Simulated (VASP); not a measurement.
A run of VASP 6.6.1:

POSCAR

```
CdB17N18
1.0
    7.4947200001      0.0000000000      0.0000000000
   -3.7473600000      6.4906179143      0.0000000000
    0.0000000000      0.0000000000      6.6357000000
Cd B N
1 17 18
Direct
    0.1111111111      0.2222222222      0.2500000000
    0.1127047706      0.5659611654      0.2500000000
    0.1127047706      0.8800769385      0.2500000000
    0.4532563948      0.2206285627      0.2500000000
    0.4532563948      0.5659611654      0.2500000000
    0.4444444444      0.8888888889      0.2500000000
    0.7673721679      0.2206285627      0.2500000000
    0.7777777778      0.5555555556      0.2500000000
    0.7673721679      0.8800769385      0.2500000000
    0.2224161021      0.1109172313      0.7500000000
    0.2224161021      0.4448322041      0.7500000000
    0.2222719936      0.7778026635      0.7500000000
    0.5555306699      0.1110613397      0.7500000000
    0.5555095477      0.4444214405      0.7500000000
    0.5555306699      0.7778026635      0.7500000000
    0.8885011292      0.1109172313      0.7500000000
    0.8889118928      0.4444214405      0.7500000000
    0.8889118928      0.7778237856      0.7500000000
    0.1111111111      0.2222222222      0.7500000000
    0.1110653527      0.5555910203      0.7500000000
    0.1110653527      0.8888076657      0.7500000000
    0.4445256676      0.2222679806      0.7500000000
    0.4445256676      0.5555910203      0.7500000000
    0.4444444444      0.8888888889      0.7500000000
    0.7777423130      0.2222679806      0.7500000000
    0.7777777778      0.5555555556      0.7500000000
    0.7777423130      0.8888076657      0.7500000000
    0.2509293555      0.0824039778      0.2500000000
    0.2509293555      0.5018587110      0.2500000000
    0.2228437344      0.7780885339      0.2500000000
    0.5552447995      0.1104895990      0.2500000000
    0.5568001760      0.4450667547      0.2500000000
    0.5552447995      0.7780885339      0.2500000000
    0.8314746223      0.0824039778      0.2500000000
    0.8882665787      0.4450667547      0.2500000000
    0.8882665787      0.7765331574      0.2500000000
```

INCAR.step1

```
SYSTEM = CdB17N18
  PREC = Accurate
  ENCUT = 520
  ISMEAR = -1
  SIGMA = 0.01
  LREAL = Auto
  LASPH = .TRUE.
  NELM = 100
  NELECT = 154.0
  NBANDS = 100
  GGA = PE
  ALGO = Normal
  EDIFF = 1E-4
  LWAVE = .TRUE.
  LCHARG = .FALSE.
```

INCAR.step2

```
SYSTEM = CdB17N18
  PREC = Accurate
  ENCUT = 520
  EDIFF = 1E-8
  ISMEAR = -1
  SIGMA = 0.01
  LREAL = Auto
  LASPH = .TRUE.
  NELM = 100
  ALGO = Normal
  ISIF = 2
  LWAVE = .FALSE.
  LCHARG = .FALSE.
  METAGGA = R2SCAN
  LMIXTAU = .TRUE.
  LEFG = .TRUE.
  NELECT = 154.0
  NBANDS = 100
  ISTART = 1
```

File KPOINTS:

```
regular mesh
0
G
  3 3 3
  0 0 0
```

Potentials or basis: VASP PAW PBE potentials, release 64 (Cd, B, N).

Command:

```sh
$ cat potpaw_PBE.64/Cd/POTCAR potpaw_PBE.64/B/POTCAR potpaw_PBE.64/N/POTCAR > POTCAR
$ cp INCAR.step1 INCAR
$ mpirun -np 1 vasp_std > vasp.out
$ cp INCAR.step2 INCAR
$ mpirun -np 1 vasp_std > vasp.out
```

Hardware: 1 thread of AMD EPYC 9R45 96-Core Processor (Zen 5) (shared host).

**Question.** How long does it take, and how much memory?

**Answer.** Run time: 13 min on 1 thread of AMD EPYC 9R45 96-Core Processor (Zen 5), with other jobs on the host, peak memory 0.48 GiB. Counts: scf iterations 18, k points 6.
